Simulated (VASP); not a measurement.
Input:

```yaml
crystal:
  lattice:
    - [0.00000, 3.20950, 3.20950]
    - [3.20950, 0.00000, 3.20950]
    - [3.20950, 3.20950, 0.00000]
  atoms:
    - { symbol: Mg, position: [0.75000, 0.75000, 0.75000] }
    - { symbol: Mg, position: [0.25000, 0.25000, 0.25000] }
    - { symbol: Ge, position: [0.00000, 0.00000, 0.00000] }
```

Computed with PBE GGA, VASP's PBE PAW potentials (set 64) (plane waves; VASP 6.6.1). Settings: 480 eV cut-off, 6×6×6 Γ-centred mesh, Gaussian smearing of 0.050 eV, potentials Mg Ge.

**Question.** What does the run give for the energy per atom (σ→0), band gap (on the k-mesh) with the smallest direct gap where there is one?

**Answer.** 
The band gap (on the k-mesh) comes out as 0.14 eV and the smallest direct gap (on the k-mesh) is 0.96 eV. The energy per atom (σ→0) is -2.769 eV/atom.

Only differences to runs with the same potentials and settings are physical.

The structure comes from a computed database's Mg2Ge entry (Fm-3m); how it stands against other phases isn't given here. It was relaxed first. The start is the result of an earlier pass.
